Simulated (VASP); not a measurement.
A convergence study with VASP on CdTe (zinc blende): one setting is varied, all else stays as given below, so the limit is that of these other settings. Each run relaxes cell and ions from the cell shown.

```xyz
2
Lattice="0.0000 3.2400 3.2400 3.2400 0.0000 3.2400 3.2400 3.2400 0.0000" Properties=species:S:1:pos:R:3 pbc="T T T"
Cd     0.0000     0.0000     0.0000
Te     1.6200     1.6200     1.6200
```

Calculation: PBE GGA, VASP's PBE PAW potentials (set 64) (plane waves; VASP). The tightest run used: 550 eV cut-off, 11×11×11 Γ-centred mesh, Gaussian smearing of 0.050 eV, potentials Cd Te.

Unless said otherwise, spin-orbit coupling is left out, though it shifts the bands of the heavy elements here. Gaps are read on the run's mesh, which can miss a band edge.

```json
[
 {"setting": "2×2×2 mesh", "relaxed volume (Å³/atom)": "39.822", "E (eV/atom)": "-1.8482", "gap on the mesh (eV)": "0.143", "irreducible k-points": "3"},
 {"setting": "3×3×3 mesh", "relaxed volume (Å³/atom)": "37.063", "E (eV/atom)": "-2.2935", "gap on the mesh (eV)": "0.473", "irreducible k-points": "4"},
 {"setting": "4×4×4 mesh", "relaxed volume (Å³/atom)": "36.520", "E (eV/atom)": "-2.3777", "gap on the mesh (eV)": "0.545", "irreducible k-points": "8"}
]
```

These are the cheaper rows. Estimate the results at 11×11×11 mesh, and how far the last row shown lies from them.

| quantity | tightest run | last row shown is off by |
|---|---|---|
| relaxed volume (Å³/atom) | 36.333 | 0.187 |
| E (eV/atom) | -2.4062 | 0.0286 |
| gap on the mesh (eV) | 0.575 | -0.030 |

Left out are rungs that failed or repeat a setting and relaxations that didn't move; long series are thinned to 24 rows.

The compound is CdTe in the zinc blende structure.
